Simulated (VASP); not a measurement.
An input for Quantum ESPRESSO's pw.x (written as the equivalent of a VASP run, and not itself run):

```
&CONTROL
  calculation = 'scf'
  pseudo_dir = './pseudo'
  outdir = './out'
  tprnfor = .true.
  tstress = .true.
/
&SYSTEM
  ibrav = 0
  nat = 3
  ntyp = 2
  ecutwfc = 84
  occupations = 'smearing'
  smearing = 'gaussian'
  degauss = 0.003675
  input_dft = 'rpbe'
/
&ELECTRONS
  conv_thr = 7.3e-09
  electron_maxstep = 100
/
ATOMIC_SPECIES
  Li 6.940 Li.upf
  O 15.999 O.upf
CELL_PARAMETERS angstrom
     0.0000000    2.3215880    2.3215880
     2.3215880    0.0000000    2.3215880
     2.3215880    2.3215880    0.0000000
ATOMIC_POSITIONS crystal
  Li   0.2500000  0.2500000  0.2500000
  Li   0.7500000  0.7500000  0.7500000
  O    0.0000000  0.0000000  0.0000000
K_POINTS automatic
  8 8 8 0 0 0
```

Q: Write the VASP files for the same calculation (RPBE).

A: This is not unique; one that fits is 
KPOINTS:
```
K-points
0
Gamma
 8 8 8
```

**INCAR**
```
SYSTEM  =  Li2O
PREC  =  Accurate; ENCUT  =  520; LREAL  =  .False.
LASPH  =  .True.
EDIFF  =  1E-7; NELM  =  100; ALGO  =  Normal
ISMEAR  =  0; SIGMA  =  0.05
GGA  =  RP
ISIF  =  2
LWAVE  =  .False.; LCHARG  =  .False.
```

POSCAR:
```
Li2O
1.0
  0.0000000000   2.3215879953   2.3215879953
  2.3215879953   0.0000000000   2.3215879953
  2.3215879953   2.3215879953   0.0000000000
Li O
2 1
Direct
  0.2500000000   0.2500000000   0.2500000000
  0.7500000000   0.7500000000   0.7500000000
  0.0000000000   0.0000000000   0.0000000000
```

POTCAR, in this order: Li_sv O (PBE.64 set). Program: vasp_std.

The two are equivalent in intent, not identical: the potentials are each code's own (VASP's PAW set, PseudoDojo norm-conserving files in pw.x), so ENCUT and ecutwfc are chosen apart and not converted; conv_thr bounds pw.x's estimated SCF error, while EDIFF bounds the energy change between steps.

The compound is Li2O in the antifluorite structure. This cell is one point of a volume scan, at 0.97 of the reference volume.
